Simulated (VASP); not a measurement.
Output of a VASP run:

**OSZICAR**
```
       N       E                     dE             d eps       ncg     rms          rms(c)
DAV:   1     0.796882064324E+02    0.79688E+02   -0.92249E+03   778   0.190E+03
DAV:   2    -0.304883953213E+01   -0.82737E+02   -0.80107E+02   814   0.325E+02
DAV:   3    -0.909737791423E+01   -0.60485E+01   -0.60222E+01   944   0.747E+01
DAV:   4    -0.918843156726E+01   -0.91054E-01   -0.91022E-01   860   0.103E+01
DAV:   5    -0.918992662821E+01   -0.14951E-02   -0.14950E-02   917   0.114E+00    0.333E+00
DAV:   6    -0.899876211538E+01    0.19116E+00   -0.28642E-01  1170   0.129E+01    0.199E+00
DAV:   7    -0.895543209077E+01    0.43330E-01   -0.89644E-02  1122   0.304E+00    0.554E-01
DAV:   8    -0.895356948081E+01    0.18626E-02   -0.11478E-02   879   0.157E+00    0.145E-01
DAV:   9    -0.895369802769E+01   -0.12855E-03   -0.87394E-04   917   0.387E-01    0.400E-02
DAV:  10    -0.895371913747E+01   -0.21110E-04   -0.68117E-05  1039   0.111E-01    0.212E-02
DAV:  11    -0.895373569928E+01   -0.16562E-04   -0.20707E-05   834   0.549E-02    0.310E-03
DAV:  12    -0.895373571951E+01   -0.20231E-07   -0.84077E-07   622   0.174E-02
   1 F= -.64178094E+01 E0= -.64178094E+01  d E =-.641781E+01
```

**OUTCAR**
```
------------------------ aborting loop because EDIFF is reached ----------------------------------------
  FORCE on cell =-STRESS in cart. coord.  units (eV):
  Direction    XX          YY          ZZ          XY          YZ          ZX
  --------------------------------------------------------------------------------------
  Total        2.5213233      2.5213233      2.5213233      0.0000000      0.0000000     -0.0000000
  in kB       99.4241536     99.4241536     99.4241536      0.0000000      0.0000000     -0.0000000
  external PRESSURE =      -0.5758464 kB  Pullay stress =     100.0000000 kB
  volume of cell :       40.63
      direct lattice vectors                 reciprocal lattice vectors
     0.000000000  2.728594968  2.728594968    -0.183244492  0.183244492  0.183244492
     2.728594968  0.000000000  2.728594968     0.183244492 -0.183244492  0.183244492
     2.728594968  2.728594968  0.000000000     0.183244492  0.183244492 -0.183244492
  FREE ENERGIE OF THE ION-ELECTRON SYSTEM (eV)
  ---------------------------------------------------
  free  energy   TOTEN  =        -8.9537357195 eV

  energy  without entropy=       -8.9537357195  energy(sigma->0) =       -8.95373572
  enthalpy is  TOTEN    =        -6.4178093775 eV   P V=        2.5359263420

 reached required accuracy - stopping structural energy minimisation
```
(Selected blocks of OUTCAR.)

POSCAR:
```
GaAs
1
   -0.0000000000     2.7285949681     2.7285949681
    2.7285949681     0.0000000000     2.7285949681
    2.7285949681     2.7285949681     0.0000000000
Ga As
1 1
Direct
  0.0000000000   0.0000000000   0.0000000000
  0.2500000000   0.2500000000   0.2500000000
```

### Question
Reconstruct the remaining input files.

### Answer
Several could match; the one computed here: the input of the run itself, PBEsol GGA, plane waves, VASP's PBE PAW potentials (set 64).

KPOINTS:
```
Automatic mesh
0
Gamma
8 8 8
0 0 0
```

### INCAR
```
ALGO = Normal
EDIFF = 1E-6
EDIFFG = -0.02
ENCUT = 500
GGA = PS
IBRION = 2
ISIF = 3
ISMEAR = 0
LASPH = .TRUE.
LCHARG = .FALSE.
LMAXMIX = 4
LREAL = .FALSE.
LWAVE = .FALSE.
NELM = 100
NSW = 40
PREC = Accurate
PSTRESS = 100
SIGMA = 0.05
SYSTEM = GaAs
```

POTCAR, in this order: Ga_d As (PBE.64 set). Program: vasp_std.

The structure was generated: GaAs was put into the zinc blende type (F-43m), which need not be its known phase. It was relaxed first under an external pressure of 10 GPa.
